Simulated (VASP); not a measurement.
Computed with PBE GGA, VASP's PBE PAW potentials (set 64) (plane waves; VASP).

VASP ran on this input.

INCAR:
```
SYSTEM=Cs
PREC=Accurate; ENCUT=520; LREAL=F
LASPH=T
EDIFF=1E-6; NELM=100; ALGO=Normal
LMAXMIX=4
ISMEAR=1; SIGMA=0.1
GGA=PE
IBRION=2; NSW=60; ISIF=3
EDIFFG=-0.01
LWAVE=F; LCHARG=F
```

KPOINTS:
```
K-points
0
G
 8 8 8
0 0 0
```

**POSCAR**
```
Cs
1.0
 -3.0746745352   3.0746745352   3.0746745352
  3.0746745352  -3.0746745352   3.0746745352
  3.0746745352   3.0746745352  -3.0746745352
Cs
1
Cartesian
  0.0000000000   0.0000000000   0.0000000000
```

POTCAR, in this order: Cs_sv (PBE.64 set). Program: vasp_std.

The resulting files:

### OSZICAR
```
       N       E                     dE             d eps       ncg     rms          rms(c)
DAV:   1     0.533941569679E+02    0.53394E+02   -0.28497E+03   464   0.767E+02
DAV:   2     0.402818864698E+01   -0.49366E+02   -0.49103E+02   632   0.123E+02
DAV:   3    -0.785482510959E+00   -0.48137E+01   -0.48137E+01   480   0.471E+01
DAV:   4    -0.843182434634E+00   -0.57700E-01   -0.57698E-01   840   0.629E+00
DAV:   5    -0.843216951955E+00   -0.34517E-04   -0.34519E-04   592   0.994E-02    0.129E-01
DAV:   6    -0.843734120127E+00   -0.51717E-03   -0.14212E-03   816   0.221E-01    0.886E-02
DAV:   7    -0.844678022192E+00   -0.94390E-03   -0.35825E-03   584   0.364E-01    0.362E-02
DAV:   8    -0.844776026255E+00   -0.98004E-04   -0.13217E-04   680   0.923E-02    0.427E-03
DAV:   9    -0.844777631130E+00   -0.16049E-05   -0.32183E-06   784   0.111E-02    0.277E-03
DAV:  10    -0.844776971134E+00    0.66000E-06   -0.80404E-07   632   0.540E-03
   1 F= -.84477697E+00 E0= -.84381413E+00  d E =-.844777E+00
```

File OUTCAR:
```
------------------------ aborting loop because EDIFF is reached ----------------------------------------
  FORCE on cell =-STRESS in cart. coord.  units (eV):
  Direction    XX          YY          ZZ          XY          YZ          ZX
  --------------------------------------------------------------------------------------
  Total        0.0074038      0.0074038      0.0074038     -0.0000000      0.0000000     -0.0000000
  in kB        0.1020249      0.1020249      0.1020249     -0.0000000      0.0000000     -0.0000000
  external PRESSURE =       0.1020249 kB  Pullay stress =       0.0000000 kB
  volume of cell :      116.27
      direct lattice vectors                 reciprocal lattice vectors
    -3.074674535  3.074674535  3.074674535     0.000000000  0.162618838  0.162618838
     3.074674535 -3.074674535  3.074674535     0.162618838  0.000000000  0.162618838
     3.074674535  3.074674535 -3.074674535     0.162618838  0.162618838  0.000000000
 POSITION                                       TOTAL-FORCE (eV/Angst)
 -----------------------------------------------------------------------------------
      0.00000      0.00000      0.00000         0.000000     -0.000000      0.000000
 -----------------------------------------------------------------------------------
    total drift:                               -0.000000      0.000000     -0.000000
  FREE ENERGIE OF THE ION-ELECTRON SYSTEM (eV)
  ---------------------------------------------------
  free  energy   TOTEN  =        -0.8447769711 eV

  energy  without entropy=       -0.8418884533  energy(sigma->0) =       -0.84381413

 reached required accuracy - stopping structural energy minimisation
```
(Selected blocks of OUTCAR.)

The compound is Cs in the bcc structure. It was relaxed first. The start is the result of an earlier pass.
